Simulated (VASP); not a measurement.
Level of theory: LDA (Ceperley-Alder, Perdew-Zunger), VASP's LDA PAW potentials (set 64) (plane waves; VASP).

VASP ran on this input.

### POSCAR
```
CuGaSe2
1
   -2.7613211029     2.7613211029     5.4802879655
    2.7613211029    -2.7613211029     5.4802879655
    2.7613211029     2.7613211029    -5.4802879655
Ga Cu Se
2 2 4
Direct
  0.5000000000   0.5000000000   1.0000000000
  0.2500000000   0.7500000000   0.5000000000
  0.0000000000   1.0000000000   0.0000000000
  0.7500000000   0.2500000000   0.5000000000
  0.8750000000   0.8837084703   0.5087084703
  0.1162915297   0.6250000000   0.9912915297
  0.3750000000   0.3662915297   0.4912915297
  0.6337084703   0.1250000000   0.0087084703
```

INCAR:
```
SYSTEM = CuGaSe2
PREC = Accurate
ENCUT = 500
EDIFF = 1E-6
NELM = 100
ALGO = Normal
LREAL = .FALSE.
LASPH = .TRUE.
ISMEAR = 0
SIGMA = 0.05
LMAXMIX = 4
LWAVE = .FALSE.
LCHARG = .FALSE.
IBRION = 2
ISIF = 3
NSW = 40
EDIFFG = -0.02
```

### KPOINTS
```
Regular mesh
0
Gamma
 6 6 6
0 0 0
```

POTCAR, in this order: Ga_d Cu Se (LDA.64 set). Program: vasp_std.

The resulting files:

**OSZICAR**
```
       N       E                     dE             d eps       ncg     rms          rms(c)
DAV:   1     0.707901657955E+03    0.70790E+03   -0.30971E+04  2615   0.223E+03
DAV:   2     0.923806710581E+02   -0.61552E+03   -0.59979E+03  2644   0.569E+02
DAV:   3    -0.290016291036E+02   -0.12138E+03   -0.11794E+03  3156   0.218E+02
DAV:   4    -0.385416068980E+02   -0.95400E+01   -0.94164E+01  3669   0.596E+01
DAV:   5    -0.388493180329E+02   -0.30771E+00   -0.30659E+00  3781   0.114E+01    0.128E+01
DAV:   6    -0.388329771759E+02    0.16341E-01   -0.36531E+01  3568   0.100E+02    0.922E+00
DAV:   7    -0.368751595161E+02    0.19578E+01   -0.88046E+00  3400   0.723E+01    0.380E+00
DAV:   8    -0.370787350553E+02   -0.20358E+00   -0.38999E+00  3936   0.235E+01    0.311E+00
DAV:   9    -0.369454093991E+02    0.13333E+00   -0.10298E+00  3754   0.184E+01    0.402E-01
DAV:  10    -0.369487828994E+02   -0.33735E-02   -0.60520E-02  3960   0.367E+00    0.216E-01
DAV:  11    -0.369487672980E+02    0.15601E-04   -0.10786E-02  3882   0.175E+00    0.103E-01
DAV:  12    -0.369486362057E+02    0.13109E-03   -0.13770E-03  3928   0.732E-01    0.982E-03
DAV:  13    -0.369486442513E+02   -0.80456E-05   -0.89504E-05  3770   0.836E-02    0.120E-02
DAV:  14    -0.369486435922E+02    0.65907E-06   -0.26627E-05  3040   0.990E-02    0.566E-03
DAV:  15    -0.369486429495E+02    0.64272E-06   -0.60096E-06  2562   0.570E-02
   1 F= -.36948643E+02 E0= -.36948641E+02  d E =-.369486E+02
```

File OUTCAR:
```
------------------------ aborting loop because EDIFF is reached ----------------------------------------
  FORCE on cell =-STRESS in cart. coord.  units (eV):
  Direction    XX          YY          ZZ          XY          YZ          ZX
  --------------------------------------------------------------------------------------
  Total       -0.1166386     -0.1166386     -0.0185712      0.0000000     -0.0000000      0.0000000
  in kB       -1.1180355     -1.1180355     -0.1780137      0.0000000     -0.0000000      0.0000000
  external PRESSURE =      -0.8046949 kB  Pullay stress =       0.0000000 kB
  volume of cell :      167.15
      direct lattice vectors                 reciprocal lattice vectors
    -2.761321103  2.761321103  5.480287965     0.000000000  0.181072748  0.091236082
     2.761321103 -2.761321103  5.480287965     0.181072748  0.000000000  0.091236082
     2.761321103  2.761321103 -5.480287965     0.181072748  0.181072748  0.000000000
 POSITION                                       TOTAL-FORCE (eV/Angst)
 -----------------------------------------------------------------------------------
      0.00000      0.00000      5.48029         0.000000      0.000000      0.000000
      2.76132      0.00000      2.74014         0.000000      0.000000     -0.000000
      0.00000      0.00000      0.00000         0.000000      0.000000     -0.000000
      0.00000      2.76132      2.74014        -0.000000      0.000000      0.000000
      1.42875      1.38066      6.85036         0.000311      0.000000      0.000000
      4.14198      1.33257     -1.37007         0.000000     -0.000311     -0.000000
      1.33257      1.38066      1.37007        -0.000311      0.000000     -0.000000
     -1.38066      1.42875      4.11022        -0.000000      0.000311      0.000000
 -----------------------------------------------------------------------------------
    total drift:                                0.000002      0.000002      0.000002
  FREE ENERGIE OF THE ION-ELECTRON SYSTEM (eV)
  ---------------------------------------------------
  free  energy   TOTEN  =       -36.9486429495 eV

  energy  without entropy=      -36.9486384361  energy(sigma->0) =      -36.94864069

 reached required accuracy - stopping structural energy minimisation
```
(Selected blocks of OUTCAR.)

File OUTCAR:
```
 val. band max:        4.3411073783   @ k =   0.0000   0.0000   0.0000

 cond. band min:       4.5425583379   @ k =   0.0000   0.0000   0.0000


 Fermi energy:         4.4418329382

 k-point     1 :       0.0000    0.0000    0.0000
  band No.  band energies     occupation
      1     -11.3669      2.00000
      2     -11.3647      2.00000
      3     -11.3647      2.00000
      4     -11.2073      2.00000
      5     -11.1916      2.00000
      6     -11.1916      2.00000
      7     -11.1463      2.00000
      8     -11.1416      2.00000
      9     -11.1368      2.00000
     10     -11.1249      2.00000
     11     -10.5037      2.00000
     12      -8.7741      2.00000
     13      -8.7741      2.00000
     14      -8.7717      2.00000
     15      -3.4994      2.00000
     16      -2.2419      2.00000
     17      -0.9810      2.00000
     18      -0.5525      2.00000
     19      -0.4956      2.00000
     20      -0.0262      2.00000
     21      -0.0262      2.00000
     22       0.5488      2.00000
     23       0.5488      2.00000
     24       0.7986      2.00000
     25       0.7986      2.00000
     26       0.8631      2.00000
     27       1.8304      2.00000
     28       1.8760      2.00000
     29       1.9762      2.00000
     30       2.3229      2.00000
     31       2.3666      2.00000
     32       2.3666      2.00000
     33       2.4663      2.00000
     34       4.2469      2.00000
     35       4.2469      2.00000
     36       4.3411      1.99561
     37       4.5426      0.00439
     38       6.0676      0.00000
     39       6.4221      0.00000
     40       8.2455      0.00000
     41       8.2456      0.00000
     42       8.5720      0.00000
     43       9.1038      0.00000

 k-point     2 :       0.1667    0.0000   -0.0000
  band No.  band energies     occupation
      1     -11.3718      2.00000
      2     -11.3670      2.00000
      3     -11.3603      2.00000
      4     -11.2163      2.00000
      5     -11.1997      2.00000
...
```

The compound is CuGaSe2 in the chalcopyrite structure. It was relaxed first.
